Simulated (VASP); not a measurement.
A run of VASP 6.6.1 is set up as follows.

POSCAR

```
LuW
1.0
    3.2125089500      0.0000000000      0.0000000000
    0.0000000000      3.2125089500      0.0000000000
    0.0000000000      0.0000000000      3.9371184300
W Lu
1 1
Direct
    0.0000000000      0.0000000000      0.0000000000
    0.5000000000      0.5000000000      0.5000000000
```

INCAR.step1

```
PREC     = Accurate       # precision mode
ENCUT    = 520            # plane-wave cutoff, eV
ISMEAR   = -1             # smearing method
SIGMA    = 0.1            # smearing width, eV
LREAL    = F              # projectors in reciprocal space
LASPH    = T              # aspherical terms in the spheres
NELM     = 100            # most SCF steps
NBANDS   = 26             # bands
GGA      = PE             # functional
ALGO     = Normal         # electronic algorithm
EDIFF    = 1E-4           # SCF threshold, eV
LWAVE    = T              # write WAVECAR
LCHARG   = F              # write CHGCAR
```

The input INCAR.step2:

```
PREC     = Accurate       # precision mode
ENCUT    = 520            # plane-wave cutoff, eV
EDIFF    = 1E-6           # SCF threshold, eV
ISMEAR   = -1             # smearing method
SIGMA    = 0.1            # smearing width, eV
LREAL    = F              # projectors in reciprocal space
LASPH    = T              # aspherical terms in the spheres
NELM     = 100            # most SCF steps
ALGO     = Normal         # electronic algorithm
ISIF     = 2              # what is computed and relaxed
LWAVE    = F              # write WAVECAR
LCHARG   = F              # write CHGCAR
METAGGA  = R2SCAN         # meta-GGA
LMIXTAU  = T            
NBANDS   = 26             # bands
ISTART   = 1
```

The input KPOINTS:

```
regular mesh
0
Gamma
  10 10 9
```

Potentials or basis: VASP PAW PBE potentials, release 64 (W_sv, Lu).

Launch:

```console
$ cat potpaw_PBE.64/W_sv/POTCAR potpaw_PBE.64/Lu/POTCAR > POTCAR
$ cp INCAR.step1 INCAR
$ mpirun -np 1 vasp_std > vasp.out
$ cp INCAR.step2 INCAR
$ mpirun -np 1 vasp_std > vasp.out
```

Estimate the band gap on the k mesh.

none (metal or under the smearing width).

Estimate the pressure.

0.1 GPa.

Stress tensor (GPa, compression positive):
```
-1.11  0.00  0.00
 0.00 -1.11  0.00
 0.00  0.00  2.59
```

Caveat: the PAW data sets were made with another functional, which shifts forces and pressure a little. The run has no spin-orbit coupling, so splittings on Lu, W are missing.
